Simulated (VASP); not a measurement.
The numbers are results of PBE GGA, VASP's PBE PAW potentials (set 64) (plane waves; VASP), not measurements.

The input files of a VASP run:

File KPOINTS:
```
Automatic
0
G
12 12 12
0 0 0
```

**POSCAR**
```
Sn
4.5068020
 -0.6597361056   0.6597361056   0.3598560576
  0.6597361056  -0.6597361056   0.3598560576
  0.6597361056   0.6597361056  -0.3598560576
Sn
2
Cart
  0.6597361056   0.0000000000   0.1799280288
  0.0000000000   0.0000000000   0.0000000000
```

INCAR:
```
SYSTEM = Sn
PREC = Accurate
ENCUT = 400
EDIFF = 1E-6
NELM = 100
ALGO = Normal
LREAL = .FALSE.
LASPH = .TRUE.
ISMEAR = 1
SIGMA = 0.1
GGA = PE
LMAXMIX = 4
LWAVE = .FALSE.
LCHARG = .FALSE.
ISIF = 2
NBANDS = 36
```

POTCAR, in this order: Sn_d (PBE.64 set). Program: vasp_std.

Unless said otherwise, spin-orbit coupling is left out, though it shifts the bands of the heavy elements here.

Question: What does the run give for the energy per atom (σ→0), band gap (on the k-mesh)?

Answer: 
```
Item                                                         Value
------------------------  ----------------------------------------
energy per atom (σ→0)                               -3.806 eV/atom
band gap (on the k-mesh)  none (metal, semimetal or under 0.01 eV)
```

### OSZICAR
```
...
DAV:   5    -0.762715718954E+01   -0.27329E-01   -0.27326E-01 15772   0.282E+00    0.216E+00
DAV:   6    -0.761386362101E+01    0.13294E-01   -0.19298E-02 16836   0.136E+00    0.122E+00
DAV:   7    -0.761125116806E+01    0.26125E-02   -0.11001E-02 17104   0.107E+00    0.154E-01
DAV:   8    -0.761125066032E+01    0.50775E-06   -0.20067E-03 15432   0.390E-01    0.434E-02
DAV:   9    -0.761125901613E+01   -0.83558E-05   -0.64075E-05 13972   0.505E-02    0.148E-02
DAV:  10    -0.761126106948E+01   -0.20534E-05   -0.53550E-06 15068   0.150E-02    0.211E-03
DAV:  11    -0.761126110617E+01   -0.36691E-07   -0.24193E-07 10132   0.376E-03
   1 F= -.76112611E+01 E0= -.76111533E+01  d E =-.323326E-03
```

The compound is Sn in the beta structure. The cell was not relaxed at this level. The run is one of a series of settings (NBANDS = 36 against the base run), some of them coarse on purpose.
